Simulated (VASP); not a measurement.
A snapshot from molecular dynamics of Si, step 111; the first frame, the perfect lattice, has an electronic free energy F (no ionic kinetic energy) of -5.319 eV/atom.

Consider the following.

```
Si
1.0
   10.86200     0.00000     0.00000
    0.00000    10.86200     0.00000
    0.00000     0.00000    10.86200
Si
64
Direct
  0.50126   0.05152   0.00703
  0.63484   0.16753   0.16760
  0.77637   0.28107   0.03291
  0.91335   0.37962   0.15418
  0.67914   0.94554   0.22601
  0.78263   0.12736   0.32321
  0.99315   0.99528   0.05513
  0.15080   0.11022   0.15774
  0.22095   0.25907   0.01140
  0.15278   0.44682   0.14985
  0.43692   0.52990   0.19299
  0.64855   0.63954   0.13203
  0.71858   0.63835   0.89910
  0.69026   0.84291   0.01907
  0.27503   0.98544   0.28479
  0.36636   0.16883   0.39548
  0.50765   0.30686   0.28920
  0.66715   0.42617   0.38870
  0.80888   0.54753   0.27253
  0.96178   0.60007   0.42394
  0.51027   0.05616   0.52101
  0.63792   0.18185   0.66121
  0.73776   0.24127   0.48543
  0.88266   0.28603   0.62095
  0.78275   0.02325   0.74039
  0.90832   0.11410   0.89043
  0.91635   0.38821   0.89039
  0.00607   0.57702   0.04256
  0.31385   0.72278   0.02148
  0.39395   0.90055   0.11340
  0.98791   0.19495   0.26534
  0.08395   0.38419   0.38017
  0.26006   0.64103   0.23295
  0.40492   0.68627   0.40324
  0.51747   0.77331   0.23722
  0.67944   0.91933   0.44832
  0.87891   0.88897   0.19281
  0.14011   0.00948   0.63620
  0.20320   0.24696   0.51518
  0.37949   0.36020   0.60533
  0.50758   0.50701   0.49094
  0.66514   0.62537   0.56477
  0.90032   0.81470   0.40306
  0.93573   0.91868   0.59596
  0.27683   0.97979   0.82270
  0.37667   0.15961   0.87790
  0.50742   0.29007   0.76638
  0.59724   0.43936   0.93584
  0.75196   0.47771   0.76049
  0.92212   0.60882   0.81747
  0.86348   0.72288   0.06315
  0.14493   0.82608   0.45234
  0.93884   0.50964   0.62372
  0.16392   0.59410   0.63705
  0.27895   0.75920   0.60050
  0.44514   0.90138   0.68208
  0.03684   0.16365   0.72949
  0.12069   0.34172   0.84281
  0.28519   0.47221   0.77565
  0.43600   0.59824   0.88522
  0.52874   0.71138   0.69177
  0.60976   0.92128   0.82958
  0.06069   0.76688   0.73618
  0.13403   0.84471   0.92803
```

Method: PBE GGA, VASP's PBE PAW potentials (set 64) (plane waves; VASP 6.6.1). Settings: PREC = Normal, LREAL = Auto, ISYM = 0, EDIFF = 1E-5, 300 eV cut-off, 1×1×1 Γ-centred mesh, Fermi-Dirac smearing of 0.16 eV, potentials Si.

Task: Give F per atom of this frame and the forces (eV/Å).

Result: -4.880 eV/atom.
```
atom     Fx     Fy     Fz
----  -----  -----  -----
Si1    1.06  -0.31  -0.09
Si2   -0.75  -0.14  -0.70
Si3   -0.83  -0.52  -1.17
Si4    0.86   0.53   0.60
Si5   -0.88   0.45   0.28
Si6    1.26  -1.48  -0.78
Si7    1.47  -0.14  -1.18
Si8   -0.44  -0.25  -0.49
Si9    0.28   0.28   0.60
Si10   0.07  -0.30   0.85
Si11   0.98  -1.02   0.23
Si12   0.26  -0.40   0.04
Si13  -0.91   0.81   0.90
Si14  -0.66  -0.42  -0.75
Si15  -0.02   0.01   0.29
Si16   0.16  -0.76  -0.48
Si17   0.09   0.37  -0.64
Si18   0.45  -1.28  -0.41
Si19  -0.51  -0.81  -0.79
Si20   0.20  -0.24   0.26
Si21   0.40  -0.66   0.66
Si22   1.56  -2.27  -0.84
Si23  -0.86   1.71   0.02
Si24   1.39   0.97   0.84
Si25  -0.60   0.36  -0.14
Si26  -1.19   0.14   1.10
Si27  -0.03   0.45   0.65
Si28   0.57  -1.47  -1.19
Si29  -0.99   0.38   0.68
Si30  -0.02  -0.10   0.48
Si31  -0.74   1.40   0.65
Si32  -0.33  -0.13  -0.64
Si33  -0.69  -0.10  -0.80
Si34   0.04  -0.40   0.10
Si35   0.33   0.27   0.52
Si36  -0.10   0.57  -0.41
Si37   0.45  -0.19   1.23
Si38   0.84  -0.35  -0.81
Si39   0.33  -0.08   0.13
Si40  -0.30   0.58   0.42
Si41  -1.90   0.32   0.32
Si42   1.37   0.11   0.32
Si43   0.88   0.52   0.67
Si44   0.44  -0.20   0.56
Si45  -0.19  -0.51  -1.26
Si46  -0.54   0.93   0.72
Si47  -1.21   1.29   1.13
Si48   0.16  -0.11  -0.54
Si49  -0.33  -1.08  -1.27
Si50   0.65   0.58   0.77
Si51  -0.16   0.14  -0.06
Si52  -0.37   1.11  -1.20
Si53   0.38  -0.52  -1.08
Si54  -0.50  -0.80   0.81
Si55   1.23   0.32  -0.70
Si56  -1.35   1.28   0.13
Si57  -0.09   2.04   0.33
Si58   0.09  -0.79  -0.36
Si59  -0.36   0.43  -0.61
Si60   0.08  -0.42  -0.92
Si61  -0.35  -0.91   1.78
Si62   0.12   0.53   0.82
Si63  -0.61   0.23   0.01
Si64   0.38   0.07   0.45
```

The cell is a supercell, built from Si (diamond). Its lattice is the typed one, not relaxed at this level.
